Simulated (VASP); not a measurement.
Data:

```
CELL_PARAMETERS angstrom
      0.00000     2.82249     2.82249
      2.82249     0.00000     2.82249
      2.82249     2.82249     0.00000
ATOMIC_POSITIONS crystal
  Li 0.25000 0.25000 0.25000
  Li 0.75000 0.75000 0.75000
  S  0.00000 0.00000 0.00000
```

Level of theory: vdW-DF-cx, VASP's PBE PAW potentials (set 64) (plane waves; VASP 6.6.1). Settings: 520 eV cut-off, 7×7×7 Γ-centred mesh, Gaussian smearing of 0.050 eV, potentials Li_sv S.

Q: Give the stress tensor in GPa (positive for a compressed cell).

A: 
```
1.37  0.00  0.00
0.00  1.37  0.00
0.00  0.00  1.37
```
The pressure is its mean diagonal, 1.37 GPa.

The compound is Li2S in the antifluorite structure. This cell is one point of a volume scan, at 0.97 of the reference volume.
